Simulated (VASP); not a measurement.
```yaml
crystal:
  lattice:
    - [1.49711, -2.59307, 0.00000]
    - [1.49711, 2.59307, 0.00000]
    - [0.00000, 0.00000, 5.91294]
  atoms:
    - { symbol: Cd, position: [0.33333, 0.66667, 0.25000] }
    - { symbol: Cd, position: [0.66667, 0.33333, 0.75000] }
```

These are optB88-vdW, VASP's PBE PAW potentials (set 64) (plane waves; VASP 6.6.1) values and carry that method's errors. Settings: 520 eV cut-off, Gaussian smearing of 0.050 eV, potentials Cd.

Q: Give the energies of bands 11 to 15 at the high-symmetry points, in eV from the Fermi level.

A: 
| band | Γ | M | K | A | L | H |
|---|---|---|---|---|---|---|
| 11 | -8.39 | -1.94 | 0.27 | -7.07 | -1.21 | 1.33 |
| 12 | -3.56 | -1.59 | 0.27 | -7.07 | -1.21 | 1.33 |
| 13 | -2.77 | 1.65 | 0.79 | 2.93 | 0.06 | 1.46 |
| 14 | 9.04 | 2.60 | 4.10 | 2.93 | 0.06 | 1.46 |
| 15 | 13.44 | 3.07 | 4.37 | 15.18 | 7.37 | 2.02 |

It has no gap at this level: it comes out as a metal or semimetal.

The compound is Cd in the hcp structure. It was relaxed first, which changed the volume by +6 %.
